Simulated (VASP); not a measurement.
```
CELL_PARAMETERS angstrom
      4.34696     0.00000     0.00000
     -2.17348     3.76458     0.00000
      0.00000     0.00000    23.86776
ATOMIC_POSITIONS crystal
  Bi 0.33333 0.66667 0.41505
  Bi 0.00000 0.00000 0.58495
  Te 0.00000 0.00000 0.34286
  Te 0.66667 0.33333 0.50000
  Te 0.33333 0.66667 0.65714
```

These are PBEsol GGA with spin-orbit coupling, VASP's PBE PAW potentials (set 64) (plane waves; VASP) values and carry that method's errors. Numerical set-up: 400 eV cut-off, 5×5×1 Γ-centred mesh, Gaussian smearing of 0.050 eV, potentials Bi_d Te.

The cell holds a wide vacuum, so values per volume refer to the whole cell.

### Question
Give the force on each atom (eV/Å).

### Answer

```
atom     Fx     Fy      Fz
----  -----  -----  ------
Bi1   0.000  0.000   0.029
Bi2   0.000  0.000  -0.029
Te3   0.000  0.000  -0.070
Te4   0.000  0.000   0.000
Te5   0.000  0.000   0.070
```

### Question
Give the stress tensor in GPa (positive for a compressed cell).

### Answer

```
0.08  0.00  0.00
0.00  0.08  0.00
0.00  0.00  0.14
```
The pressure is its mean diagonal, 0.10 GPa.

The cell is a sheet with vacuum, built from a generated structure.
